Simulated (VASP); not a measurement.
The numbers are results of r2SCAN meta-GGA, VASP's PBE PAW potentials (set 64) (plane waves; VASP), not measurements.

VASP ran on this input.

**KPOINTS**
```
Automatic mesh
0
Gamma
8 8 8
0 0 0
```

### INCAR
```
! general
SYSTEM  = Cs
PREC    = Accurate
ENCUT   = 400
LREAL   = .False.
LASPH   = .True.

! electronic loop
EDIFF   = 1E-6
NELM    = 100
ALGO    = Normal
LMAXMIX = 4
LMIXTAU = .True.

! smearing
ISMEAR  = 1
SIGMA   = 0.1

! functional
METAGGA = R2SCAN

! ions
IBRION  = 2
NSW     = 60
ISIF    = 3
EDIFFG  = -0.01

! output
LWAVE   = .False.
LCHARG  = .False.
```

**POSCAR**
```
Cs
1.0
 -3.1277124645   3.1277124645   3.1277124645
  3.1277124645  -3.1277124645   3.1277124645
  3.1277124645   3.1277124645  -3.1277124645
Cs
1
Direct
  1.0000000000   1.0000000000   1.0000000000
```

POTCAR, in this order: Cs_sv (PBE.64 set). Program: vasp_std.

The run wrote:

**OUTCAR**
```
 ion  position               nearest neighbor table
   1  0.000  0.000  0.000-
  LATTYP: Found a body centered cubic cell.
 ALAT       =     6.2554249290
 Subroutine PRICEL returns:
 Original cell was already a primitive cell.
 Subroutine GETGRP returns: Found 48 space group operations
The static configuration has the point symmetry O_h .
The dynamic configuration has the point symmetry O_h .
 Subroutine INISYM returns: Found 48 space group operations
 Subroutine IBZKPT returns following result:
 Found     29 irreducible k-points:

 Following reciprocal coordinates:
            Coordinates               Weight
  0.000000  0.000000  0.000000      1.000000
  0.125000  0.000000  0.000000     12.000000
  0.250000  0.000000  0.000000     12.000000
  0.375000  0.000000  0.000000     12.000000
  0.500000  0.000000  0.000000      6.000000
  0.125000  0.125000  0.000000     24.000000
  0.250000  0.125000  0.000000     48.000000
  0.375000  0.125000 -0.000000     48.000000
  0.250000  0.250000  0.000000     24.000000
  0.375000  0.250000  0.000000     24.000000
  0.125000  0.125000  0.125000      8.000000
  0.250000  0.125000  0.125000     24.000000
  0.375000  0.125000  0.125000     12.000000
 -0.125000  0.125000  0.125000      6.000000
  0.250000  0.250000  0.125000     24.000000
 -0.250000  0.250000  0.125000     24.000000
 -0.375000  0.375000  0.125000     24.000000
 -0.250000  0.375000  0.125000     24.000000
  0.500000  0.500000  0.125000     12.000000
 -0.375000  0.500000  0.125000     48.000000
 -0.375000 -0.375000  0.125000      8.000000
  0.250000  0.250000  0.250000      2.000000
 -0.250000  0.250000  0.250000      6.000000
 -0.375000  0.375000  0.250000     24.000000
  0.500000  0.500000  0.250000     12.000000
 -0.375000  0.500000  0.250000     24.000000
 -0.375000  0.375000  0.375000      6.000000
  0.500000  0.500000  0.375000     12.000000
  0.500000  0.500000  0.500000      1.000000
   k-points           NKPTS =     29   k-points in BZ     NKDIM =     29   number of bands    NBANDS=      8
   number of dos      NEDOS =    301   number of ions     NIONS =      1
   total plane-waves  NPLWV =  46656
   dimension x,y,z NGX =    36 NGY =   36 NGZ =   36
   dimension x,y,z NGXF=    72 NGYF=   72 NGZF=   72
   ions per type =               1
   PREC   = accura    normal or accurate (medium, high low for compatibility)
   ISTART =      0    job   : 0-new  1-cont  2-samecut
   ICHARG =      2    charge: 1-file 2-atom 10-const
   ISPIN  =      1    spin polarized calculation?
   LNONCOLLINEAR =      F non collinear calculations
   LSORBIT =      F    spin-orbit coupling
   INIWAV =      1    electr: 0-lowe 1-rand  2-diag
   ENCUT  =  400.0 eV  29.40 Ry    5.42 a.u.   8.83  8.83  8.83*2*pi/ulx,y,z
   NELM   =    100;   NELMIN=  2; NELMDL= -5     # of ELM steps
   EDIFF  = 0.1E-05   stopping-criterion for ELM
   LREAL  =      F    real-space projection
   NLSPLINE    = F    spline interpolate recip. space projectors
   LMAXMIX     =    4 max onsite mixed and CHGCAR
   VOSKOWN=      0    Vosko Wilk Nusair interpolation
   EDIFFG = -.1E-01   stopping-criterion for IOM
   NSW    =     60    number of steps for IOM
   NBLOCK =      1;   KBLOCK =     60    inner block; outer block
   IBRION =      2    ionic relax: 0-MD 1-quasi-New 2-CG
   NFREE  =      1    steps in history (QN), initial steepest desc. (CG)
   ISIF   =      3    stress and relaxation
   ISYM   =      2    0-nonsym 1-usesym 2-fastsym
   TEIN   =    0.0    initial temperature
   TEBEG  =    0.0;   TEEND  =   0.0 temperature during run
   SMASS  =  -3.00    Nose mass-parameter (am)
   PSTRESS=    0.0 pullay stress
...
```

**OSZICAR**
```
       N       E                     dE             d eps       ncg     rms          rms(c)
DAV:   1     0.262152161046E+02    0.26215E+02   -0.27399E+03   464   0.669E+02
DAV:   2    -0.224620473732E+02   -0.48677E+02   -0.48214E+02   624   0.122E+02
DAV:   3    -0.269854567619E+02   -0.45234E+01   -0.45231E+01   488   0.459E+01
DAV:   4    -0.270523689225E+02   -0.66912E-01   -0.66912E-01   840   0.656E+00
DAV:   5    -0.270524104858E+02   -0.41563E-04   -0.41563E-04   632   0.119E-01    0.250E-01
DAV:   6    -0.257702216340E+02    0.12822E+01   -0.97168E-02   464   0.347E+00    0.249E-01
DAV:   7    -0.244786772220E+02    0.12915E+01   -0.79986E-01   544   0.559E+00    0.476E-01
DAV:   8    -0.248611349408E+02   -0.38246E+00   -0.58742E-01   568   0.552E+00    0.109E-01
DAV:   9    -0.247341856133E+02    0.12695E+00   -0.48285E-01   544   0.491E+00    0.297E-01
DAV:  10    -0.248977327500E+02   -0.16355E+00   -0.27165E-01   480   0.440E+00    0.574E-02
DAV:  11    -0.250213963575E+02   -0.12366E+00   -0.12049E-01   504   0.305E+00    0.577E-02
DAV:  12    -0.250236272501E+02   -0.22309E-02   -0.30824E-03   656   0.720E-01    0.458E-02
DAV:  13    -0.250109422387E+02    0.12685E-01   -0.22832E-02   496   0.212E+00    0.425E-02
DAV:  14    -0.250107874522E+02    0.15479E-03   -0.20271E-04   808   0.122E-01    0.442E-02
DAV:  15    -0.250108864876E+02   -0.99035E-04   -0.48292E-06   696   0.296E-02    0.440E-02
DAV:  16    -0.250075054169E+02    0.33811E-02   -0.15040E-02   480   0.142E+00    0.466E-02
DAV:  17    -0.250087104887E+02   -0.12051E-02   -0.35087E-03   464   0.617E-01    0.511E-02
DAV:  18    -0.250072333449E+02    0.14771E-02   -0.41520E-03   480   0.634E-01    0.713E-02
DAV:  19    -0.250067730498E+02    0.46030E-03   -0.10658E-04   776   0.104E-01    0.769E-02
DAV:  20    -0.250080706085E+02   -0.12976E-02   -0.13673E-03   480   0.428E-01    0.789E-02
DAV:  21    -0.250079353136E+02    0.13529E-03   -0.11790E-05   712   0.386E-02    0.786E-02
DAV:  22    -0.250089508011E+02   -0.10155E-02   -0.18319E-03   480   0.313E-01    0.505E-02
DAV:  23    -0.250074971392E+02    0.14537E-02   -0.47647E-04   520   0.260E-01    0.411E-02
DAV:  24    -0.250072833358E+02    0.21380E-03   -0.36801E-04   512   0.206E-01    0.248E-02
DAV:  25    -0.250078883120E+02   -0.60498E-03   -0.96910E-04   464   0.378E-01    0.174E-02
DAV:  26    -0.250087837713E+02   -0.89546E-03   -0.50872E-04   496   0.238E-01    0.182E-02
DAV:  27    -0.250088790987E+02   -0.95327E-04   -0.22269E-04   496   0.149E-01    0.169E-02
DAV:  28    -0.250095977933E+02   -0.71869E-03   -0.68056E-04   488   0.329E-01    0.118E-02
DAV:  29    -0.250097152832E+02   -0.11749E-03   -0.12237E-04   496   0.134E-01    0.114E-02
DAV:  30    -0.250098450848E+02   -0.12980E-03   -0.14286E-04   488   0.168E-01    0.689E-03
DAV:  31    -0.250098271386E+02    0.17946E-04   -0.34887E-05   528   0.779E-02    0.255E-03
DAV:  32    -0.250098210980E+02    0.60406E-05   -0.22518E-05   488   0.660E-02    0.117E-03
DAV:  33    -0.250098044110E+02    0.16687E-04   -0.26781E-06   576   0.161E-02    0.833E-04
DAV:  34    -0.250097771260E+02    0.27285E-04   -0.40779E-05   480   0.629E-02    0.492E-04
DAV:  35    -0.250097774381E+02   -0.31208E-06   -0.47736E-07   760   0.701E-03
   1 F= -.25009777E+02 E0= -.25008901E+02  d E =-.250098E+02
```

### OUTCAR
```
------------------------ aborting loop because EDIFF is reached ----------------------------------------
  FORCE on cell =-STRESS in cart. coord.  units (eV):
  Direction    XX          YY          ZZ          XY          YZ          ZX
  --------------------------------------------------------------------------------------
  Total       -0.0004640     -0.0004640     -0.0004640     -0.0000000      0.0000000     -0.0000000
  in kB       -0.0060736     -0.0060736     -0.0060736     -0.0000000      0.0000000     -0.0000000
  external PRESSURE =      -0.0060736 kB  Pullay stress =       0.0000000 kB
  volume of cell :      122.39
      direct lattice vectors                 reciprocal lattice vectors
    -3.127712465  3.127712465  3.127712465     0.000000000  0.159861242  0.159861242
     3.127712465 -3.127712465  3.127712465     0.159861242  0.000000000  0.159861242
     3.127712465  3.127712465 -3.127712465     0.159861242  0.159861242  0.000000000
 POSITION                                       TOTAL-FORCE (eV/Angst)
 -----------------------------------------------------------------------------------
      0.00000      0.00000      0.00000         0.000000      0.000000      0.000000
 -----------------------------------------------------------------------------------
    total drift:                               -0.000000      0.000000      0.000000
  FREE ENERGIE OF THE ION-ELECTRON SYSTEM (eV)
  ---------------------------------------------------
  free  energy   TOTEN  =       -25.0097774381 eV

  energy  without entropy=      -25.0071473941  energy(sigma->0) =      -25.00890076

 reached required accuracy - stopping structural energy minimisation
```
(Selected blocks of OUTCAR.)

The compound is Cs in the bcc structure. It was relaxed first, which changed the volume by +8 %. The start is the result of an earlier pass.
